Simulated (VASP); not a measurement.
CdS (zinc blende), at 0.96 of the tabulated volume:

```
CdS
1.0
    0.00000     2.87067     2.87067
    2.87067     0.00000     2.87067
    2.87067     2.87067     0.00000
Cd S
1 1
Cartesian
  0.00000   0.00000   0.00000
  1.43534   1.43534   1.43534
```

The lowest empty band near Γ, direction [110], from mBJ (TB09) with spin-orbit coupling in VASP (PAW); its two spin partners are averaged. The gap over the points computed is 2.71 eV, and the next band on that side lies 4.67 eV away at the edge.

Settings: 400 eV cut-off, 9×9×9 Γ-centred mesh, Gaussian smearing of 0.050 eV, potentials Cd S.

```json
[
 {"distance from the edge in k (1/Å)": "0.018", "distance in energy (meV)": "5.0"},
 {"distance from the edge in k (1/Å)": "0.025", "distance in energy (meV)": "9.6"},
 {"distance from the edge in k (1/Å)": "0.035", "distance in energy (meV)": "18.7"},
 {"distance from the edge in k (1/Å)": "0.050", "distance in energy (meV)": "38.1"},
 {"distance from the edge in k (1/Å)": "0.070", "distance in energy (meV)": "73.6"}
]
```

Fit E(1 + αE) = ħ²k²/2m* (ħ²/2m0 = 3.810 eV Å²) and predict the row at 0.095 1/Å.

Least squares on the energies gives the electron mass m* = 0.247 m0 and α = 0.37 per eV, and so 132.8 meV. The run gave 132.2 meV, -0.6 meV from the fit.

Left out are points under 3 meV from the edge, since the levels carry 0.1 meV, and points farther than half the way to the next band.

The compound is CdS in the zinc blende structure, a metastable form; wurtzite is the usual one. The cell was not relaxed at this level.
